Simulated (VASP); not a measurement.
```
CELL_PARAMETERS angstrom
      2.86355     0.00000     0.00000
      0.00000     2.86355     0.00000
      0.00000     0.00000     2.86355
ATOMIC_POSITIONS crystal
  Al 0.50000 0.50000 0.50000
  Ni 0.00000 0.00000 0.00000
```

All values below come from AM05 GGA, VASP's PBE PAW potentials (set 64) (plane waves; VASP). Settings: 520 eV cut-off, 14×14×14 Γ-centred mesh, tetrahedra with Blöchl corrections, potentials Al Ni.

Tabulate the total density of states (states/eV per cell) against energy (eV; zero at the valence-band maximum or, without a gap, the Fermi level).

```tsv
E (eV)	DOS (states/eV)
-9.95	0.18
-9.72	0.20
-9.48	0.22
-9.25	0.24
-9.02	0.26
-8.79	0.27
-8.55	0.29
-8.32	0.31
-8.09	0.33
-7.86	0.35
-7.74	0.36
-7.51	0.38
-7.28	0.42
-7.04	0.45
-6.81	0.47
-6.58	0.50
-6.34	0.52
-6.11	0.57
-5.88	0.61
-5.65	0.68
-5.41	0.71
-5.18	0.63
-4.95	0.63
-4.72	0.67
-4.48	0.78
-4.25	0.99
-4.02	2.17
-3.79	1.58
-3.55	1.49
-3.32	2.48
-3.20	3.27
-2.97	2.77
-2.74	1.46
-2.50	3.81
-2.27	3.45
-2.04	8.42
-1.81	5.42
-1.57	2.96
-1.34	0.73
-1.11	0.49
-0.88	0.52
-0.64	2.17
-0.41	1.34
-0.18	1.03
0.05	0.79
0.29	0.68
0.52	0.59
0.75	0.51
0.98	0.43
1.22	0.34
1.33	0.31
1.57	0.25
1.80	0.34
2.03	0.45
2.26	0.61
2.50	0.77
2.73	0.92
2.96	0.87
3.19	0.87
3.43	0.75
```
Within 2 eV below the Fermi level the largest weight inside VASP's projection spheres is Ni d.

The compound is NiAl in the CsCl type structure. It was relaxed first. The run is not spin-polarised, so no magnetic state was tried. The electron count is odd and the run is not spin-polarised, which forces a metal.
